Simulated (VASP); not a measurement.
Output of a VASP run:

File OSZICAR:
```
       N       E                     dE             d eps       ncg     rms          rms(c)
DAV:   1     0.164342835153E+02    0.16434E+02   -0.50034E+03  7076   0.151E+03
DAV:   2    -0.136925215498E+02   -0.30127E+02   -0.28938E+02  7094   0.175E+02
DAV:   3    -0.141765106092E+02   -0.48399E+00   -0.48225E+00  8208   0.299E+01
DAV:   4    -0.141812703452E+02   -0.47597E-02   -0.47591E-02  7955   0.256E+00
DAV:   5    -0.141813983124E+02   -0.12797E-03   -0.12796E-03  8273   0.364E-01    0.116E+01
DAV:   6    -0.123523514627E+02    0.18290E+01   -0.26005E+01  7459   0.875E+01    0.791E+00
DAV:   7    -0.119423190291E+02    0.41003E+00   -0.70123E+00  7475   0.377E+01    0.275E+00
DAV:   8    -0.119211577116E+02    0.21161E-01   -0.21317E-02  7159   0.199E+00    0.170E+00
DAV:   9    -0.119147813381E+02    0.63764E-02   -0.49945E-02  8010   0.337E+00    0.482E-01
DAV:  10    -0.119158739937E+02   -0.10927E-02   -0.29836E-02  7853   0.231E+00    0.286E-01
DAV:  11    -0.119157091561E+02    0.16484E-03   -0.43451E-03  7602   0.101E+00    0.785E-02
DAV:  12    -0.119157366344E+02   -0.27478E-04   -0.49973E-04  8069   0.296E-01    0.238E-02
DAV:  13    -0.119157387399E+02   -0.21055E-05   -0.86593E-05  7785   0.118E-01    0.107E-02
DAV:  14    -0.119157409069E+02   -0.21670E-05   -0.55328E-06  8996   0.266E-02    0.492E-03
DAV:  15    -0.119157409090E+02   -0.20505E-08   -0.12111E-06  7397   0.161E-02    0.309E-03
DAV:  16    -0.119157412716E+02   -0.36268E-06   -0.26704E-07  3998   0.615E-03    0.349E-04
DAV:  17    -0.119157413335E+02   -0.61910E-07   -0.15582E-08  3639   0.190E-03
   1 F= -.11915741E+02 E0= -.11915770E+02  d E =0.858944E-04  mag=     0.6812
```

File OUTCAR:
```
------------------------ aborting loop because EDIFF is reached ----------------------------------------
  FORCE on cell =-STRESS in cart. coord.  units (eV):
  Direction    XX          YY          ZZ          XY          YZ          ZX
  --------------------------------------------------------------------------------------
  Total        0.9182377      0.9182377      0.9182377     -0.0000000     -0.0000000     -0.0000000
  in kB      148.3437931    148.3437931    148.3437931     -0.0000000     -0.0000000     -0.0000000
  external PRESSURE =     148.3437931 kB  Pullay stress =       0.0000000 kB
  volume of cell :        9.92
      direct lattice vectors                 reciprocal lattice vectors
     0.000000000  1.705252802  1.705252802    -0.293211657  0.293211657  0.293211657
     1.705252802  0.000000000  1.705252802     0.293211657 -0.293211657  0.293211657
     1.705252802  1.705252802  0.000000000     0.293211657  0.293211657 -0.293211657
 POSITION                                       TOTAL-FORCE (eV/Angst)
 -----------------------------------------------------------------------------------
      0.00000      0.00000      0.00000         0.000000      0.000000     -0.000000
 -----------------------------------------------------------------------------------
    total drift:                                0.000000     -0.000000      0.000000
  FREE ENERGIE OF THE ION-ELECTRON SYSTEM (eV)
  ---------------------------------------------------
  free  energy   TOTEN  =       -11.9157413335 eV

  energy  without entropy=      -11.9158272279  energy(sigma->0) =      -11.91576997

 total charge

# of ion       s       p       d       tot
------------------------------------------
    1        0.556   0.607   8.366   9.529

 magnetization (x)

# of ion       s       p       d       tot
------------------------------------------
    1       -0.011  -0.045   0.748   0.692
```
(Selected blocks of OUTCAR.)

File POSCAR:
```
Ni
1
    0.0000000000     1.7052528021     1.7052528021
    1.7052528021     0.0000000000     1.7052528021
    1.7052528021     1.7052528021     0.0000000000
Ni
1
Direct
  0.0000000000   0.0000000000   0.0000000000
```

### Question
Reconstruct the remaining input files.

### Answer
One answer among several that fit: the input of the run itself, r2SCAN meta-GGA, plane waves, VASP's PBE PAW potentials (set 64).

INCAR:
```
ALGO  =  Normal
EDIFF  =  1E-7
ENCUT  =  520
ISIF  =  2
ISMEAR  =  1
ISPIN  =  2
LASPH  =  T
LCHARG  =  F
LMAXMIX  =  4
LMIXTAU  =  T
LORBIT  =  10
LREAL  =  F
LWAVE  =  F
MAGMOM  =  0.8
METAGGA  =  R2SCAN
NELM  =  100
PREC  =  Accurate
SIGMA  =  0.1
SYSTEM  =  Ni
```

**KPOINTS**
```
Automatic mesh
0
Gamma
18 18 18
0 0 0
```

POTCAR, in this order: Ni (PBE.64 set). Program: vasp_std.

The compound is Ni in the fcc structure. This cell is one point of a volume scan, at 0.94 of the reference volume.
